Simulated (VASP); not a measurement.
An input for Quantum ESPRESSO's pw.x (written as the equivalent of a VASP run, and not itself run):

```
&CONTROL
  calculation = 'vc-relax'
  pseudo_dir = './pseudo'
  outdir = './out'
  tprnfor = .true.
  tstress = .true.
  nstep = 60
  forc_conv_thr = 0.00039
/
&SYSTEM
  ibrav = 0
  nat = 1
  ntyp = 1
  ecutwfc = 50
  occupations = 'smearing'
  smearing = 'methfessel-paxton'
  degauss = 0.00735
  input_dft = 'pbe'
/
&ELECTRONS
  conv_thr = 7.3e-08
  electron_maxstep = 100
/
&IONS
/
&CELL
/
ATOMIC_SPECIES
  Cs 132.905 Cs.upf
CELL_PARAMETERS angstrom
    -3.0746745    3.0746745    3.0746745
     3.0746745   -3.0746745    3.0746745
     3.0746745    3.0746745   -3.0746745
ATOMIC_POSITIONS crystal
  Cs   0.0000000  0.0000000  0.0000000
K_POINTS automatic
  8 8 8 0 0 0
```

Problem. Write the VASP files for the same calculation (PBE).

Solution. One answer among several that fit: 
### POSCAR
```
Cs
1
   -3.0746745352     3.0746745352     3.0746745352
    3.0746745352    -3.0746745352     3.0746745352
    3.0746745352     3.0746745352    -3.0746745352
Cs
1
Direct
  0.0000000000   0.0000000000   0.0000000000
```

**KPOINTS**
```
Automatic mesh
0
Gamma
8 8 8
0 0 0
```

INCAR:
```
ALGO = Normal
EDIFF = 1E-6
EDIFFG = -0.01
ENCUT = 520
GGA = PE
IBRION = 2
ISIF = 3
ISMEAR = 1
LASPH = T
LCHARG = F
LMAXMIX = 4
LREAL = F
LWAVE = F
NELM = 100
NSW = 60
PREC = Accurate
SIGMA = 0.1
SYSTEM = Cs
```

POTCAR, in this order: Cs_sv (PBE.64 set). Program: vasp_std.

The two are equivalent in intent, not identical: the potentials are each code's own (VASP's PAW set, PseudoDojo norm-conserving files in pw.x), so ENCUT and ecutwfc are chosen apart and not converted; conv_thr bounds pw.x's estimated SCF error, while EDIFF bounds the energy change between steps; forc_conv_thr acts on force components and is met together with etot_conv_thr.

The compound is Cs in the bcc structure. It was relaxed first. The start is the result of an earlier pass.
